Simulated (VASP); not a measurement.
Write the native input for VASP 6.6.1 that does the following.

```yaml
Task: electric field gradients
Functional: PBEsol
Potentials_or_basis: VASP PAW PBE potentials, release 64 (Mg_sv)
Cutoff: 600 eV
k_mesh: 12 × 12 × 7
Occupations: fermi-dirac, width 0.05 eV
Spin: no spin polarisation
Further_INCAR_settings: ALGO = Normal; EDIFF = 1e-07
```

The structure of Mg lies in POSCAR:

```
Mg
1.0
    3.2093000000      0.0000000000      0.0000000000
   -1.6046500000      2.7793353284      0.0000000000
    0.0000000000      0.0000000000      5.2103000000
Mg
2
Direct
    0.3333333333      0.6666666667      0.2500000000
    0.6666666667      0.3333333333      0.7500000000
```

One way to write it, as run:

INCAR

```
ALGO = Normal
EDIFF = 1E-7
ENCUT = 600
GGA = PS
ISIF = 2
ISMEAR = -1
LASPH = T
LCHARG = F
LEFG = T
LREAL = F
LWAVE = F
NELM = 80
PREC = Accurate
SIGMA = 0.05
```

KPOINTS

```
k-points
0
Gamma
  12 12 7
```

Potentials or basis: VASP PAW PBE potentials, release 64 (Mg_sv).

Run with:

```bash
$ cat potpaw_PBE.64/Mg_sv/POTCAR > POTCAR
$ mpirun -np 1 vasp_std > vasp.out
```

Results of the run:

```
Pressure               : -1.5 GPa
Band gap on the k mesh : none (metal or under the smearing width)
```

Caveat: the cutoff is under 1.25 times the usual one of these potentials, so pressure, stress and relaxed cells hold a basis-set (Pulay) error; the PAW data sets were made with another functional, which shifts forces and pressure a little.

It took 26 s on 1 thread of Intel(R) Xeon(R) 6975P-C (Granite Rapids), on a shared host, peak memory 0.19 GiB.
